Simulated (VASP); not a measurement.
Method: PBE GGA, VASP's PBE PAW potentials (set 64) (plane waves; VASP 6.6.1).

Input for VASP

### KPOINTS
```
Automatic mesh
0
Gamma
11 11 3
0 0 0
```

File POSCAR:
```
Zr
1
    3.2239290000     0.0000000000     0.0000000000
   -1.6119650000     2.7920050000     0.0000000000
    0.0000000000     0.0000000000    10.3730150000
Zr
4
Direct
  0.0000000000   0.0000000000   0.0000000000
  0.0000000000   0.0000000000   0.5000000000
  0.3333330000   0.6666670000   0.2500000000
  0.6666670000   0.3333330000   0.7500000000
```

**INCAR**
```
ALGO=Normal
EDIFF=1E-6
ENCUT=300
GGA=PE
ISIF=2
ISMEAR=0
LASPH=.TRUE.
LCHARG=.FALSE.
LMAXMIX=4
LREAL=.FALSE.
LWAVE=.FALSE.
NELM=100
PREC=Accurate
SIGMA=0.1
SYSTEM=Zr
```

POTCAR, in this order: Zr_sv (PBE.64 set). Program: vasp_std.

What does the run give for the energy per atom (σ→0), band gap (on the k-mesh)?

| Property | Result |
|---|---|
| energy per atom (σ→0) | -8.464 eV/atom |
| band gap (on the k-mesh) | none (metal, semimetal or under 0.01 eV) |

File OSZICAR:
```
...
DAV:   8    -0.338794421320E+02   -0.36299E-02   -0.15636E-01  2320   0.250E+00    0.119E+00
DAV:   9    -0.338784789995E+02    0.96313E-03   -0.89062E-02  2420   0.206E+00    0.248E-01
DAV:  10    -0.338762423633E+02    0.22366E-02   -0.15077E-02  2576   0.929E-01    0.351E-02
DAV:  11    -0.338762163255E+02    0.26038E-04   -0.57400E-04  2400   0.154E-01    0.204E-02
DAV:  12    -0.338761975237E+02    0.18802E-04   -0.27823E-05  2716   0.277E-02    0.104E-02
DAV:  13    -0.338761744421E+02    0.23082E-04   -0.32831E-06  1624   0.155E-02    0.342E-03
DAV:  14    -0.338761751970E+02   -0.75495E-06   -0.26340E-07  1292   0.413E-03
   1 F= -.33876175E+02 E0= -.33857595E+02  d E =-.371597E-01
```

The structure was generated: Zr was put into an ordered model structure, which need not be its known phase. The cell was not relaxed at this level.
